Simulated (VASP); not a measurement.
Here is the system:

```
CoGa
1.0
    2.83731     0.00000     0.00000
    0.00000     2.83731     0.00000
    0.00000     0.00000     2.83731
Ga Co
1 1
Cartesian
  1.41865   1.41865   1.41865
  0.00000   0.00000   0.00000
```

The numbers are results of PBEsol GGA, VASP's PBE PAW potentials (set 64) (plane waves; VASP), not measurements. Numerical set-up: 400 eV cut-off, Gaussian smearing of 0.050 eV, potentials Ga_d Co.

Give the energies of bands 6 to 14 at the high-symmetry points, in eV from the Fermi level.

```tsv
band	Γ	X	M	R
6	-12.52	-8.20	-6.27	-4.38
7	-2.77	-7.21	-3.35	-4.38
8	-2.77	-2.55	-3.35	-4.38
9	-0.81	-1.90	-2.66	-0.28
10	-0.81	-1.90	-1.33	-0.28
11	-0.81	-0.81	-1.33	0.85
12	5.27	0.06	-0.32	3.87
13	5.27	10.98	2.43	3.87
14	5.27	10.98	3.29	3.87
```

It has no gap at this level: it comes out as a metal or semimetal.

The compound is CoGa in the CsCl type structure. It was relaxed first. The run is not spin-polarised, so no magnetic state was tried.
